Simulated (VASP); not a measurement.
All values below come from PBEsol GGA, VASP's PBE PAW potentials (set 64) (plane waves; VASP).

Input for VASP

**INCAR**
```
ALGO  =  Normal
EDIFF  =  1E-7
ENCUT  =  600
GGA  =  PS
ISIF  =  2
ISMEAR  =  1
LASPH  =  .TRUE.
LCHARG  =  .FALSE.
LREAL  =  .FALSE.
LWAVE  =  .FALSE.
NELM  =  100
PREC  =  Accurate
SIGMA  =  0.1
SYSTEM  =  MgB2
```

File POSCAR:
```
MgB2
3.4733760
  0.4421670842  -0.7658557145   0.0000000000
  0.4421670842   0.7658557145   0.0000000000
  0.0000000000   0.0000000000   1.0000000063
Mg B
1 2
Cartesian
  0.0000000000   0.0000000000   0.0000000000
  0.4421670842   0.2552857487   0.5000000032
  0.4421670842  -0.2552857487   0.5000000032
```

**KPOINTS**
```
Regular mesh
0
G
10 10 8
0 0 0
```

POTCAR, in this order: Mg B (PBE.64 set). Program: vasp_std.

The run wrote:

File OSZICAR:
```
       N       E                     dE             d eps       ncg     rms          rms(c)
DAV:   1     0.779800640438E+01    0.77980E+01   -0.43469E+03  1208   0.955E+02
DAV:   2    -0.174370922233E+02   -0.25235E+02   -0.23811E+02  1632   0.118E+02
DAV:   3    -0.178100668061E+02   -0.37297E+00   -0.37307E+00  1472   0.168E+01
DAV:   4    -0.178108793877E+02   -0.81258E-03   -0.81258E-03  1728   0.644E-01
DAV:   5    -0.178108797122E+02   -0.32455E-06   -0.32396E-06  1472   0.104E-02    0.518E+00
DAV:   6    -0.164745473952E+02    0.13363E+01   -0.22108E+00  1240   0.812E+00    0.251E+00
DAV:   7    -0.162284798084E+02    0.24607E+00   -0.11645E+00  1320   0.581E+00    0.716E-01
DAV:   8    -0.162272105513E+02    0.12693E-02   -0.65688E-02  1232   0.181E+00    0.276E-01
DAV:   9    -0.162228010056E+02    0.44095E-02   -0.13851E-02  1192   0.648E-01    0.495E-02
DAV:  10    -0.162227818828E+02    0.19123E-04   -0.11058E-03  1584   0.209E-01    0.265E-02
DAV:  11    -0.162227474322E+02    0.34451E-04   -0.15544E-04  1192   0.765E-02    0.178E-03
DAV:  12    -0.162227475612E+02   -0.12901E-06   -0.14724E-06  1488   0.114E-02    0.689E-04
DAV:  13    -0.162227475760E+02   -0.14757E-07   -0.71284E-08  1136   0.163E-03
   1 F= -.16222748E+02 E0= -.16222936E+02  d E =0.566422E-03
```

OUTCAR:
```
------------------------ aborting loop because EDIFF is reached ----------------------------------------
  FORCE on cell =-STRESS in cart. coord.  units (eV):
  Direction    XX          YY          ZZ          XY          YZ          ZX
  --------------------------------------------------------------------------------------
  Total       -0.0070162     -0.0070162      0.0523608      0.0000000      0.0000000     -0.0000000
  in kB       -0.3960876     -0.3960874      2.9559576      0.0000000      0.0000000     -0.0000000
  external PRESSURE =       0.7212609 kB  Pullay stress =       0.0000000 kB
  volume of cell :       28.38
      direct lattice vectors                 reciprocal lattice vectors
     1.535812538 -2.660104858  0.000000000     0.325560567 -0.187962515  0.000000000
     1.535812538  2.660104858  0.000000000     0.325560567  0.187962515  0.000000000
     0.000000000  0.000000000  3.473376022     0.000000000  0.000000000  0.287904331
 POSITION                                       TOTAL-FORCE (eV/Angst)
 -----------------------------------------------------------------------------------
      0.00000      0.00000      0.00000        -0.000000     -0.000000      0.000000
      1.53581      0.88670      1.73669        -0.000000      0.000000      0.000000
      1.53581     -0.88670      1.73669         0.000000     -0.000000      0.000000
 -----------------------------------------------------------------------------------
    total drift:                               -0.000000     -0.000000      0.000000
  FREE ENERGIE OF THE ION-ELECTRON SYSTEM (eV)
  ---------------------------------------------------
  free  energy   TOTEN  =       -16.2227475760 eV

  energy  without entropy=      -16.2233139979  energy(sigma->0) =      -16.22293638
```
(Selected blocks of OUTCAR.)

The compound is MgB2 in the AlB2 type structure. It was relaxed first.
